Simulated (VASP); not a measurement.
Consider the following.

```
CELL_PARAMETERS angstrom
      4.12000     0.00000     0.00000
      0.00000     4.12000     0.00000
      0.00000     0.00000     4.12000
ATOMIC_POSITIONS crystal
  Cs 0.00000 0.00000 0.00000
  Cl 0.50000 0.50000 0.50000
```

Level of theory: PBE GGA, VASP's PBE PAW potentials (set 64) (plane waves; VASP). Run with 400 eV cut-off, 5×5×5 Γ-centred mesh, Gaussian smearing of 0.050 eV, potentials Cs_sv Cl.

Question: Give the stress tensor in GPa (positive for a compressed cell).

Answer: 
```
1.06  0.00  0.00
0.00  1.06  0.00
0.00  0.00  1.06
```
The pressure is its mean diagonal, 1.06 GPa.

The compound is CsCl in the CsCl type structure. The cell was not relaxed at this level.
